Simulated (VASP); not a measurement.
A convergence study with VASP on SiO$_{2}$ (rutile): one setting is varied, all else stays as given below, so the limit is that of these other settings.

```
CELL_PARAMETERS angstrom
      4.18000     0.00000     0.00000
      0.00000     4.18000     0.00000
      0.00000     0.00000     2.67000
ATOMIC_POSITIONS crystal
  Si 0.00000 0.00000 0.00000
  Si 0.50000 0.50000 0.50000
  O  0.30600 0.30600 0.00000
  O  0.80600 0.19400 0.50000
  O  0.19400 0.80600 0.50000
  O  0.69400 0.69400 0.00000
```

These are PBE GGA, VASP's PBE PAW potentials (set 64) (plane waves; VASP) values and carry that method's errors. The tightest run used: 700 eV cut-off, 9×9×13 Monkhorst-Pack mesh, Gaussian smearing of 0.050 eV, potentials Si O.

```
setting     E (eV/atom)  pressure (GPa)  largest force (eV/Å)  irreducible k-points
----------  -----------  --------------  --------------------  --------------------
1×1×1 mesh      -5.6294           32.06                 3.232                     1
1×1×2 mesh      -8.0057            2.46                 0.329                     1
2×2×3 mesh      -7.7023           10.05                 0.136                     2
```

### Question
These are the cheaper rows. Estimate the results at 9×9×13 mesh, and how far the last row shown lies from them.

### Answer

| quantity | tightest run | last row shown is off by |
|---|---|---|
| E (eV/atom) | -7.7163 | 0.0140 |
| pressure (GPa) | 9.86 | 0.19 |
| largest force (eV/Å) | 0.103 | 0.034 |

Left out are rungs that failed or repeat a setting and relaxations that didn't move; long series are thinned to 24 rows.

The compound is SiO2 in the rutile structure, stishovite, a high-pressure form. The cell was not relaxed at this level, forces remain on its atoms.
